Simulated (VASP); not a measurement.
Energy against volume of CsI (CsCl type). Computed with HSE06 screened hybrid, VASP's PBE PAW potentials (set 64) (plane waves; VASP). Settings: 520 eV cut-off, 4×4×4 Γ-centred mesh, Gaussian smearing of 0.050 eV, potentials Cs_sv I.

```
V (Å³/atom)  E (eV/atom)
-----------  -----------
46.368          -3.15259
47.897          -3.15876
49.425          -3.16151
50.954          -3.16097
```

**Question.** Fit these four points and predict the energy of the run at 52.483 Å³/atom.

**Answer.** A cubic in V^(−2/3), the third-order Birch-Murnaghan form, passes through the four points with V0 = 49.93 Å³/atom and B0 = 11 GPa, and gives -3.1573 eV/atom there. The run gave -3.1577 eV/atom, -0.4 meV/atom from the fit; all five points give B0 = 10 GPa.

The compound is CsI in the CsCl type structure. It was relaxed first. The cell's shape comes from a PBE relaxation.
